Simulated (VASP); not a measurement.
```yaml
crystal:
  lattice:
    - [1.77664, -3.07724, 0.00000]
    - [1.77664, 3.07724, 0.00000]
    - [0.00000, 0.00000, 5.43197]
  atoms:
    - { symbol: Zr, position: [0.00000, 0.00000, 0.00000] }
    - { symbol: S, position: [0.33333, 0.66667, 0.27065] }
    - { symbol: S, position: [0.66667, 0.33333, 0.72935] }
```

Computed with PBEsol GGA, VASP's PBE PAW potentials (set 64) (plane waves; VASP 6.6.1). Numerical set-up: 480 eV cut-off, 6×6×4 Γ-centred mesh, Gaussian smearing of 0.050 eV, potentials Zr_sv S.

Without a dispersion term in the relaxation, distances and binding between the weakly bound layers, chains or molecules are unreliable, and so is what depends on them.

Task: Predict the energy per atom (σ→0), pressure, band gap (on the k-mesh) with the smallest direct gap where there is one.

Result: 
- band gap (on the k-mesh) = 0.10 eV
- smallest direct gap (on the k-mesh) = 1.09 eV
- energy per atom (σ→0) = -7.484 eV/atom
- pressure = 5.00 GPa

Total energies compare only between runs with the same potentials, cut-off and functional.

The compound is ZrS2 in the 1T layered structure. It was relaxed first under an external pressure of 5 GPa.
